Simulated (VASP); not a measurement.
Equation of state of PdAl3 under PBE

```cif
data_structure
_symmetry_space_group_name_H-M 'P 1'
_symmetry_Int_Tables_number 1
_cell_length_a 3.9469
_cell_length_b 3.9469
_cell_length_c 3.9469
_cell_angle_alpha 90.000
_cell_angle_beta 90.000
_cell_angle_gamma 90.000
_cell_volume 61.49
loop_
_atom_site_label
_atom_site_type_symbol
_atom_site_fract_x
_atom_site_fract_y
_atom_site_fract_z
_atom_site_occupancy
Pd1 Pd 0.00000 0.00000 0.00000 1
Al1 Al 0.50000 0.50000 0.00000 1
Al2 Al 0.50000 0.00000 0.50000 1
Al3 Al 0.00000 0.50000 0.50000 1
```

The cell comes from a database or a generator and needn't be the stable form of this composition.

The cell was scaled at fixed shape and fractions and run with VASP, PBE PAW files Al, Pd, 520 eV; PBE, k mesh 7 × 7 × 7 on the cell of 4 atoms, fermi-dirac occupations of 0.05 eV, no spin polarisation, no spin-orbit coupling. Energies are those that the program minimises, any entropy of the smearing included. For a metal such a mesh isn't converged to the digits shown.

```csv
V (Å³/atom),energy over the lowest row (meV/atom)
14.4491,30.47
14.7565,?
15.0639,5.40
15.3713,0.51
15.6788,0.00
15.9862,3.42
16.2936,10.36
```

Question: Fit the third-order Birch-Murnaghan form, give V0, B0 and B′, and predict the energy left open.

Answer: With y = (V0/V)^(2/3), E = E0 + (9 V0 B0/16) [(y - 1)³ B′ + (y - 1)² (6 - 4y)]. Least squares through the rows shown give V0 = 15.5615 Å³/atom, E0 = -0.29 meV, B0 = 108.0 GPa (1 eV/Å³ = 160.218 GPa) and B′ = 4.59, with a largest miss of 0.01 meV. At V = 14.7565 the form with these constants gives 15.21 meV; the run gave 15.20 meV an atom.
